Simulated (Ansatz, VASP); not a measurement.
# Sn in two plane-wave programs, part 2 of 2

Wanted: the spread between two codes on one cell, functional and k mesh. The cell is taken from a series of runs on this material, whose earlier steps may have relaxed, scaled, displaced or heated it; both programs get it as it stands.

VASP 6.6.1 and Ansatz 0.2.0.

So far: The starting structure; VASP: zone-centre phonons, LDA, pair 1; Ansatz: zone-centre phonons, LDA, pair 1.

## (4) Differences

Known differences besides the potentials themselves: the two LDA forms differ slightly; the cutoff is 260 eV in Ansatz and 500 eV in VASP; VASP's log shows a relativistic correction to its local exchange, Ansatz's none; Ansatz's log warns that its cutoff lies below the recommended one. Total energies have different zeros and are not compared.

Compared:

```tsv
quantity	Ansatz	VASP	difference
optical mode 1 (cm⁻¹)	48.9	45.8	+3.1
optical mode 2 to 3 (cm⁻¹)	139.8	137.9	+1.34 %
```

Modes are paired by rising frequency, not by their patterns, so a pair may set unlike modes beside each other; they are those without the splitting of longitudinal modes.

## (5) VASP: zone-centre phonons, LDA, pair 2

Second derivatives magnify differences that forces hide, and they need a tight electronic threshold.

The input, INCAR:

```
SYSTEM = Sn
PREC = Accurate
ENCUT = 500
EDIFF = 1E-08
NELM = 120
ISMEAR = 0
SIGMA = 0.1
LREAL = .FALSE.
ALGO = Normal
GGA = CA
NBANDS = 20
LORBIT = 11
LWAVE = .FALSE.
LCHARG = .FALSE.
ISIF = 2
IBRION = 8
LASPH = .TRUE.
GGA_COMPAT = .FALSE.
KPAR = 2
```

The input, POSCAR:

```
Sn
1.0
   -2.8754513694      2.8754513694      1.5971028891
    2.8754513694     -2.8754513694      1.5971028891
    2.8754513694      2.8754513694     -1.5971028891
Sn
2
Direct
    0.7500000000      0.2500000000      0.5000000000
    0.0000000000      0.0000000000      0.0000000000
```

The input, KPOINTS:

```
Automatic mesh
0
Gamma
8 8 8
0 0 0
```

Potentials, in the order of the species: Sn_d (LDA family, release 64).

Launch:

```console
> mpirun -np 2 vasp_std
```

Numbers of over 12 decimals in the logs are rounded to 6 here.

The program printed:

```text
[... set-up lines as in an earlier step ...]
 entering main loop
       N       E                     dE             d eps       ncg     rms          rms(c)
[... 12 cycles as in an earlier step ...]
   1 F= -.89698028E+01 E0= -.89674461E+01  d E =-.471345E-02
 Linear response reoptimize wavefunctions to high precision
[... 2 cycles as in an earlier step ...]
 Linear response DOF=           2
 Linear response progress:
  Degree of freedom:   1/  2
       N       E                     dE             d eps       ncg     rms          rms(c)
[... 16 cycles as in an earlier step ...]
 first order change of Fermi-energy   0.14369E-04
 force on displaced ion       1 direction 1 :  -4.153  -0.000  -0.000
 Linear response progress:
  Degree of freedom:   2/  2
       N       E                     dE             d eps       ncg     rms          rms(c)
[... 15 cycles as in an earlier step ...]
 first order change of Fermi-energy  -0.30779E-04
 force on displaced ion       1 direction 3 :   0.000  -0.000  -0.458
 Linear response finished
```

Parts of OUTCAR (step 5):

```text
[... 4 parts as in an earlier step ...]
```

## (6) Ansatz: zone-centre phonons, LDA, pair 2

The same cell, functional (in two slightly different forms), mesh and smearing now go to Ansatz.

The cell is taken from a series of runs on this material, whose earlier steps may have relaxed, scaled, displaced or heated it; both programs get it as it stands.

The input, input.yaml:

```yaml
crystal:
  lattice:
    - [-2.8754513694, 2.8754513694, 1.5971028891]
    - [2.8754513694, -2.8754513694, 1.5971028891]
    - [2.8754513694, 2.8754513694, -1.5971028891]
  atoms:
    - { symbol: Sn, position: [0.75, 0.25, 0.5] }
    - { symbol: Sn, position: [0.0, 0.0, 0.0] }
kpoints:
  mp_grid: { grid: [8, 8, 8] }
hamiltonian:
  xc: lda
  pseudopotentials: { kind: paw, azcp: { folder: soft_1 }, xc_functional: pbe }
scf:
  occupations: { method: gaussian, width: 0.1 }
output:
  eigenvalues: true
basis:
  ecutwfc: 260.0
phonons:
  method: dfpt
  qmesh: [2, 2, 2]
  temperatures: { t_max: 1000, t_step: 50 }
  qpath:
    path:
      - [[0.0, 0.0, 0.0], [0.0, 0.0, 0.5], [-0.5, 0.5, 0.5], [0.0, 0.0, 0.0], [0.32712475, 0.32712475, -0.32712475]]
      - [[-0.32712475, 0.67287525, 0.32712475], [-0.5, 0.5, 0.5]]
      - [[0.0, 0.0, 0.5], [0.25, 0.25, 0.25], [0.0, 0.5, 0.0], [0.0, 0.0, 0.0]]
    npoints: 10
```

Launch:

```console
> ansatz run input.yaml --threads 8 --pin off --max-ram 15360MiB --backend cpu --events-out ev --progress --plain --runs-dir out
```

The program printed:

```text
[...]
Crystal: 2 atoms, lattice volume = 52.821 Å³
Basis set: ecut = 260 eV, 509 PW (Γ), exchange–correlation on 48×48×48 points (8 copies of the dense FFT grid, shifted against one another)
Bands: 18, of which v1, the nominal top of the filled ones, is band 14 counted from 1 (13 counted from 0)
Symmetry: 16 space group operations
k-points: 59 of 512
[...]
largest difference from the sums on the solved wave vectors: F 8.51e-2 eV, S 1.16e-4 and C_V 3.08e-5 eV/K
  zero-point energy: 0.030981 eV/cell   skipped modes (ω ≤ 0): 46, of them read as no rigid motion or as one in doubt: 43 (1.705e-2 modes/cell left out, lowest -12.56 cm⁻¹)   left out of the sums: 2.91e-3 of the cell's modes: C_V's classical limit lies that fraction below 3 k_B per atom; for a crystal, a wire or a layer, F and S can be off by more, and a phonons.interpolated_qmesh denser along its periods is the remedy for the sampling
[key lines of the parts left out:]
SCF converged after 8 iterations
Free energy (F): -11758.817066 eV
Fermi energy:    10.836678 eV
```

## (7) Differences

What differs besides the data sets and the points named for the pairs above, as far as they apply: VASP's run holds the zone centre alone. Total energies have different zeros and are not compared.

Compared:

```tsv
quantity	Ansatz	VASP	difference
optical mode 1 (cm⁻¹)	48.9	45.8	+3.1
optical mode 2 to 3 (cm⁻¹)	139.8	137.9	+1.34 %
```

Modes are paired by rising frequency, not by their patterns, so a pair may set unlike modes beside each other; they are those without the splitting of longitudinal modes.

## (8) Summary of results

| Property | Result |
| --- | --- |
| r.m.s. difference of the optical zone-centre modes, each program's sorted by frequency (zone-centre phonons, LDA, pair 1) | 2.4 cm⁻¹ |
| difference in optical mode 2 to 3 (zone-centre phonons, LDA, pair 1) | +1.3 % |
| r.m.s. difference of the optical zone-centre modes, each program's sorted by frequency (zone-centre phonons, LDA, pair 2) | 2.4 cm⁻¹ |
| difference in optical mode 2 to 3 (zone-centre phonons, LDA, pair 2) | +1.3 % |

**Reading.** The r.m.s. difference of the optical zone-centre modes, each program's sorted by frequency is 2.4 cm⁻¹ (zone-centre phonons, LDA, pair 1). Among the rows given in per cent, the largest difference of the zone-centre phonons, LDA, pair 1 pair is in optical mode 2 to 3, +1.3 %. Among the rows given in per cent, the largest difference of the zone-centre phonons, LDA, pair 2 pair is in optical mode 2 to 3, +1.3 %. Such differences can come from data sets, numerical settings and the points named under the comparisons, not from the functional's error against experiment.

[Lines on the potential files, build, host, timing and source positions are cut from VASP's logs without a mark.]

[Logs are printed without paths, hosts, clocks, repeated set-up lines and the standing remarks that a program may print on its own settings, such as how far it seeks lower states.]

[Hosts, paths, dates, database ids (printed as entryN), source tags and the programs' standing remarks are cut or masked in the printed files.]
